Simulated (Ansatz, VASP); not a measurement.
# Cross-check of Ge (Germanium) between VASP and Ansatz, part 2 of 2

Wanted: the spread between two codes on one cell, functional and k mesh. The cell is taken from a series of runs on this material, whose earlier steps may have relaxed, scaled, displaced or heated it; both programs get it as it stands.

VASP 6.6.1 and Ansatz 0.2.0.

So far: The structure; VASP: zone-centre phonons, PBEsol.

### 2. VASP: zone-centre phonons, PBEsol (continued)

Level of this step: PBEsol; plane waves and PAW (Ge_d) (VASP).

Numbers of over 12 decimals in the logs are rounded to 6 here.

From OUTCAR (step 2):

```text
ion  position               nearest neighbor table
   1  0.497  0.497  0.497-   2 2.47   2 2.53   2 2.53   2 2.53
   2  0.753  0.753  0.753-   1 2.47   1 2.53   1 2.53   1 2.53

  LATTYP: Found a trigonal (rhomboedric) cell.
 ALAT       =     4.0276465625
 COS(alpha) =     0.4630683019

 Subroutine GETGRP returns: Found 12 space group operations
 (whereof  6 operations were pure point group operations)

The static configuration has the point symmetry C_3v.
 The point group associated with its full space group is D_3d.

   k-points           NKPTS =   1728   k-points in BZ     NKDIM =   1728   number of bands    NBANDS=     20

   dimension x,y,z NGX =    30 NGY =   30 NGZ =   30
   dimension x,y,z NGXF=    60 NGYF=   60 NGZF=   60

   ENCUT  =  500.0 eV  36.75 Ry    6.06 a.u.   7.34  7.34  7.34*2*pi/ulx,y,z

   NELECT =      28.0000    total number of electrons

 k-points in reciprocal lattice and weights: Points of the shifted mesh
   0.04166667  0.04166667  0.04166667       0.001
   0.04166667  0.04166667  0.12500000       0.001
   0.04166667  0.04166667  0.20833333       0.001
   0.04166667  0.04166667  0.29166667       0.001
   0.04166667  0.04166667  0.37500000       0.001
   0.04166667  0.04166667  0.45833333       0.001
   0.04166667  0.04166667  0.54166667       0.001
   0.04166667  0.04166667  0.62500000       0.001
   0.04166667  0.04166667  0.70833333       0.001
[...]
0.95833333  0.95833333  0.87500000       0.001
   0.95833333  0.95833333  0.95833333       0.001

 average (electrostatic) potential at core
       1 -74.7868       2 -74.7868

  Total       -1.1170545     -1.1170545     -1.1170545      0.5403043      0.5403043      0.5403043
  in kB      -36.7593917    -36.7593917    -36.7593917     17.7800242     17.7800242     17.7800242
  external PRESSURE =     -36.7593917 kB  Pullay stress =       0.0000000 kB

  energy-cutoff  :      500.00
  volume of cell :       48.69
      direct lattice vectors                 reciprocal lattice vectors
    -0.104261313  2.847021813  2.847021813    -0.166257833  0.172577838  0.172577838
     2.847021813 -0.104261313  2.847021813     0.172577838 -0.166257833  0.172577838
     2.847021813  2.847021813 -0.104261313     0.172577838  0.172577838 -0.166257833

 POSITION                                       TOTAL-FORCE (eV/Angst)
 -----------------------------------------------------------------------------------
      2.78077      2.78077      2.78077         0.001192      0.001192      0.001192
      4.20646      4.20646      4.20646        -0.001192     -0.001192     -0.001192
 -----------------------------------------------------------------------------------
    total drift:                                0.000000      0.000000      0.000000

 Eigenvectors and eigenvalues of the dynamical matrix
 ----------------------------------------------------

   1 f  =    8.342510 THz    52.417534 2PiTHz  278.276170 cm-1    34.501832 meV
             X         Y         Z           dx          dy          dz
      2.780772  2.780772  2.780772     0.408248    0.408248    0.408248
      4.206456  4.206456  4.206456    -0.408248   -0.408248   -0.408248

   2 f  =    7.853319 THz    49.343856 2PiTHz  261.958509 cm-1    32.478701 meV
             X         Y         Z           dx          dy          dz
      2.780772  2.780772  2.780772     0.500000   -0.500000    0.000000
      4.206456  4.206456  4.206456    -0.500000    0.500000   -0.000000

   3 f  =    7.853319 THz    49.343856 2PiTHz  261.958509 cm-1    32.478701 meV
             X         Y         Z           dx          dy          dz
      2.780772  2.780772  2.780772     0.288675    0.288675   -0.577350
      4.206456  4.206456  4.206456    -0.288675   -0.288675    0.577350

   4 f  =    0.000000 THz     0.000000 2PiTHz    0.000002 cm-1     0.000000 meV
             X         Y         Z           dx          dy          dz
      2.780772  2.780772  2.780772     0.694495   -0.130206   -0.026888
      4.206456  4.206456  4.206456     0.694495   -0.130206   -0.026888

   5 f  =    0.000000 THz     0.000000 2PiTHz    0.000002 cm-1     0.000000 meV
             X         Y         Z           dx          dy          dz
      2.780772  2.780772  2.780772     0.027824    0.002506    0.706555
      4.206456  4.206456  4.206456     0.027824    0.002506    0.706555

   6 f/i=    0.000000 THz     0.000001 2PiTHz    0.000003 cm-1     0.000000 meV
             X         Y         Z           dx          dy          dz
      2.780772  2.780772  2.780772     0.130009    0.695011   -0.007585
      4.206456  4.206456  4.206456     0.130009    0.695011   -0.007585

 ELASTIC MODULI CONTR FROM IONIC RELAXATION (kBar)
 Direction    XX          YY          ZZ          XY          YZ          ZX
 --------------------------------------------------------------------------------
 XX          -4.3022     -3.5885     -3.5885    -14.6193    -22.3833    -12.3899
 YY          -3.5885     -4.3022     -3.5885    -12.3899    -14.6193    -22.3833
 ZZ          -3.5885     -3.5885     -4.3022    -22.3833    -12.3899    -14.6193
 XY         -14.6193    -12.3899    -22.3833   -147.9602    -32.2825    -32.2825
 YZ         -22.3833    -14.6193    -12.3899    -32.2825   -147.9602    -32.2825
 ZX         -12.3899    -22.3833    -14.6193    -32.2825    -32.2825   -147.9602
 --------------------------------------------------------------------------------
```

Energies printed during the response cycles are not total energies of the cell.

### 3. Ansatz: zone-centre phonons, PBEsol

Ansatz runs on its PAW soft_1 files.

The same cell, functional, mesh and smearing now go to Ansatz, which takes its cutoff from its data sets.

input.yaml

```yaml
crystal:
  lattice:
    - [-0.1042613126, 2.8470218133, 2.8470218133]
    - [2.8470218133, -0.1042613126, 2.8470218133]
    - [2.8470218133, 2.8470218133, -0.1042613126]
  atoms:
    - { symbol: Ge, position: [0.4974740725, 0.4974740725, 0.4974740725] }
    - { symbol: Ge, position: [0.7525259275, 0.7525259275, 0.7525259275] }
kpoints:
  mp_grid: { grid: [12, 12, 12], shift: [0.5, 0.5, 0.5] }
hamiltonian:
  xc: pbesol
  pseudopotentials: { kind: paw, azcp: { folder: soft_1 }, xc_functional: pbe }
scf:
  occupations: { method: gaussian, width: 0.015 }
output:
  eigenvalues: true
phonons:
  method: dfpt
```

On the command line:

```bash
ansatz run input.yaml --threads 4 --pin off --max-ram 10240MiB --backend cpu --events-out ev --progress --plain --runs-dir out
```

The program printed:

```text
Engine: ansatz 0.2.0, aarch64-unknown-linux-gnu
Pseudopotentials: kind: paw
Pseudopotential: Ge, paw, valence charge 14, recommended cutoff 420 eV (normal), soft_1/Ge.paw.azcp
Functional definition: PBEsol
  exchange = pbesol_x
  correlation = pbesol_c
Crystal: 2 atoms, lattice volume = 48.687 Å³
Basis set: ecut = 420 eV, 929 PW (Γ), exchange–correlation on 64×64×64 points (8 copies of the dense FFT grid, shifted against one another)
Bands: 18, of which v1, the nominal top of the filled ones, is band 14 counted from 1 (13 counted from 0)
Symmetry: 12 space group operations
k-points: 468 of 1728 (irreducible under 2 space group operations, time reversal used)
Non-local potential: Ge, projectors of the file, l = 0: 2, l = 1: 2, l = 2: 3, l = 3: 1
PAW form: soft (Blöchl's): semilocal exchange-correlation on the pseudo side does not see the compensation charge
PAW frozen core: Ge, regenerated for the run's functional, and the local potential with it (the file was generated under x = pbe(κ = 0.804, μ = 0.219515), c = pbe(β = 0.066725))
PAW one-centre angular grid: Ge, 590 points (default); XC on 64 Gauss nodes
Initial density: superposition of atomic densities (chi_scale 0.1, normalization cell)
Initial wavefunctions: pseudopotential atomic-orbital guess
Functional: x = pbesol(κ = 0.804, μ = 0.123457), c = pbesol(β = 0.046)
SCF iter   1: F=—  HF=-8507.004879 eV  |F-HF|=—  |Δ(HF+E_count)|=         —  Δρ=3.19e-2  dr2=4.00e-1  ethr=3.10e-3  ⟨swp⟩=6.0  Hψ=38297  notcnv=0
preconditioner: auto → none  [insulator: Δε(μ)=0.067 eV  Ē_g=22.967 eV  σ=0.015 eV  W_gap=0.67  n_scr=14 (ndim 8)  ℏωp=28.2 eV  f_vac=0.000  D(μ)=0.24/eV (n_scr^D=0)  ε∞_Penn≈2.5]
SCF iter   2: F=—  HF=-8506.948260 eV  |F-HF|=—  |Δ(HF+E_count)|=   5.66e-2  Δρ=1.54e-2  dr2=7.64e-2  ethr=1.43e-3  ⟨swp⟩=2.0  Hψ=13897  notcnv=0
SCF iter   3: F=—  HF=-8506.941803 eV  |F-HF|=—  |Δ(HF+E_count)|=   6.46e-3  Δρ=1.30e-3  dr2=3.57e-4  ethr=2.73e-4  ⟨swp⟩=2.0  Hψ=10367  notcnv=0
SCF iter   4: F=—  HF=-8506.942063 eV  |F-HF|=—  |Δ(HF+E_count)|=   2.60e-4  Δρ=4.60e-4  dr2=3.87e-5  ethr=1.28e-6  ⟨swp⟩=2.0  Hψ=16842  notcnv=0
SCF iter   5: F=—  HF=-8506.942065 eV  |F-HF|=—  |Δ(HF+E_count)|=   1.90e-6  Δρ=5.58e-5  dr2=1.43e-6  ethr=1.38e-7  ⟨swp⟩=2.0  Hψ=14846  notcnv=0
SCF iter   6: F=—  HF=-8506.942063 eV  |F-HF|=—  |Δ(HF+E_count)|=   1.42e-6  Δρ=1.59e-5  dr2=2.00e-7  ethr=5.09e-9  ⟨swp⟩=2.0  Hψ=14977  notcnv=0
SCF iter   7: F=—  HF=-8506.942063 eV  |F-HF|=—  |Δ(HF+E_count)|=   8.40e-8  Δρ=2.93e-6  dr2=4.68e-9  ethr=7.13e-10  ⟨swp⟩=2.0  Hψ=14977  notcnv=0
SCF iter   8: F=—  HF=-8506.942063 eV  |F-HF|=—  |Δ(HF+E_count)|=   1.39e-9  Δρ=2.24e-7  dr2=1.72e-11  ethr=1.67e-11  ⟨swp⟩=2.0  Hψ=14977  notcnv=0
SCF iter   9: F=-8506.942063 eV  HF=-8506.942063 eV  |F-HF|=1.82e-12  |Δ(HF+E_count)|=  3.46e-11  Δρ=2.48e-8  dr2=3.59e-13  ethr=1.00e-12  ⟨swp⟩=5.1  Hψ=31870  notcnv=0
SCF 1 converged in 9 iterations: F = -8506.942063 eV  dr2 = 3.59e-13
  greatest PAW one-centre occupation: 0.998 electrons in one spin orbital (limit 2), on the Ge atom at site 1 (counted from 0), in its partial waves of l = 2
DFPT response loops at Γ: preconditioner auto → Kerker (q_TF=auto, 2.488 Å⁻¹) (partly filled bands, converged f_vac=0.075); β = 1.00, the filter's whole step (`scf.mixing.beta` (0.50) is not read by the response loops under this deck's `scf.mixing.preconditioner`; to damp them name `kerker` or `kerker_dos`, under which they read `scf.mixing.beta`, and type it under 1.00, their step now; both keys bind the ground state too); Broyden in place of MSR1
SCF converged after 9 iterations
Free energy (F): -8506.942063 eV
Harris-Foulkes:  -8506.942063 eV  (|F-HF|=1.82e-12)
Internal energy: -8506.942063 eV  (E = F + TS)
E sigma→0 (E₀):  -8506.942063 eV
Fermi energy:    7.373519 eV
--- Per-component energies (eV) ---
  E_band       = -326.319120
  E_kinetic    = 183.916418
  E_local      = -4606.817628  (includes V_loc(G=0)·N_el)
  E_nonlocal   = 437.725881
  E_hartree    = 2184.851385
  E_xc         = -141.357395
  E_vxc        = -129.197785  (∫ρ·V_xc dr)
  E_paw        = -3943.847463  (= ΣΔE_a)
  E_vpaw       = -581.648796  (= ΣTr[D̂ρ^β])
  E_aug_tail   = 0.000039  (compensation charges beyond the density's cutoff)
  E_ewald      = -2623.249176
  E_core_change = 1.835876  (= ΣΔE_core)
  E_smearing   = -0.000000  (= −TS)
  E_closure    = -0.000000  (closes the sum)
  Σ components = -8506.942063   (vs F -8506.942063, Δ=0.00e0)
--- Band table (eV; the first three rows and the last of 468) ---
  k-point 0: bands = [... 10 lower, -4.7523, 6.4588, 7.3140, 7.3140, 7.8599, 9.8874, 9.8874, 10.4619]
  k-point 1: bands = [... 10 lower, -4.6467, 5.3275, 7.1977, 7.2694, 8.1668, 9.9873, 10.1894, 10.9306]
  k-point 2: bands = [... 10 lower, -4.3920, 3.8737, 6.8744, 7.0144, 8.2293, 10.3795, 10.6641, 11.8759]
  k-point 467: bands = [... 10 lower, -2.9166, 0.1775, 6.0964, 6.1457, 7.8323, 11.2161, 11.2723, 14.6319]
--- Phonons (Γ-DFPT): 1 representative perturbation + reference, on 468 of 1728 k-points (Σ response iterations 3) ---
  k mesh reduced under 2 symmetry operations, with k and −k counted as one. Each operation leaves every solved perturbation unchanged. A smaller set is not used because it would not reduce the number of displacements times k-points to solve
  ASR residual: 1.206e-5 → 0.000e0 eV/Å²; symmetrization residual: 1.659e-12 eV/Å²
  ASR residual per site (eV/Å²): 1.21e-5 1.21e-5
  Γ frequencies (cm⁻¹): 0.00 0.00 0.00 261.86 261.86 278.75
  non-analytic LO–TO correction: not included (Born effective charges unavailable; polar crystals: no LO–TO splitting at Γ)
```

Reading the cycles: dr2 is the Hartree energy of the density residual (eV), the measure of convergence; HF is the Harris–Foulkes estimate of the energy, which meets the free energy F at convergence.

### 4. Comparison

Known differences besides the potentials themselves: the cutoff is 420 eV in Ansatz and 500 eV in VASP; Ansatz makes its cores anew for this functional, VASP keeps those of its PBE data sets. Total energies have different zeros and are not compared.

The two programs side by side:

```csv
quantity,Ansatz,VASP,difference
optical mode 1 to 2 (cm⁻¹),261.9,262.0,-0.04 %
optical mode 3 (cm⁻¹),278.8,278.3,+0.17 %
```

Our record labels this cell a metal in VASP alone; each run is judged by its own test, so with a small gap or wide smearing the label says little about the levels. Modes are paired by rising frequency, not by their patterns, so a pair may set unlike modes beside each other; they are those without the splitting of longitudinal modes.

### 5. Outcome

| Item | Value |
| --- | --- |
| r.m.s. difference of the optical zone-centre modes, each program's sorted by frequency (zone-centre phonons, PBEsol) | 0.29 cm⁻¹ |

**Reading.** The r.m.s. difference of the optical zone-centre modes, each program's sorted by frequency is 0.29 cm⁻¹ (zone-centre phonons, PBEsol). How closely two codes agree says nothing of how well the functional describes the real material.

[Lines on the potential files, build, host, timing and source positions are cut from VASP's logs without a mark.]

[Logs are printed without paths, hosts, clocks, repeated set-up lines and the standing remarks that a program may print on its own settings, such as how far it seeks lower states.]

[Hosts, paths, dates, database ids (printed as entryN), source tags and the programs' standing remarks are cut or masked in the printed files.]
